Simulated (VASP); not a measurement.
AgI (zinc blende), at 1.04 of the tabulated volume:

```yaml
crystal:
  lattice:
    - [0.00000, 3.29277, 3.29277]
    - [3.29277, 0.00000, 3.29277]
    - [3.29277, 3.29277, 0.00000]
  atoms:
    - { symbol: Ag, position: [0.00000, 0.00000, 0.00000] }
    - { symbol: I, position: [0.25000, 0.25000, 0.25000] }
```

The lowest empty band near Γ, direction [110], from PBE with spin-orbit coupling in VASP (PAW); its two spin partners are averaged. The gap over the points computed is 1.12 eV, and the next band on that side lies 4.30 eV away at the edge.

Settings: 400 eV cut-off, 8×8×8 Γ-centred mesh, Gaussian smearing of 0.050 eV, potentials Ag I.

```
distance from the edge in k (1/Å)  distance in energy (meV)
---------------------------------  ------------------------
0.012                                                   3.3
0.018                                                   7.5
0.025                                                  14.3
0.035                                                  27.8
0.050                                                  55.6
0.070                                                 104.6
```

**Question.** Fit E(1 + αE) = ħ²k²/2m* (ħ²/2m0 = 3.810 eV Å²) and predict the row at 0.095 1/Å.

**Answer.** Least squares on the energies gives the electron mass m* = 0.164 m0 and α = 0.86 per eV, and so 181.6 meV. The run gave 181.3 meV, -0.3 meV from the fit.

Left out are points under 3 meV from the edge, since the levels carry 0.1 meV, and points farther than half the way to the next band.

The compound is AgI in the zinc blende structure, whereas wurtzite is the usual form. The cell was not relaxed at this level.
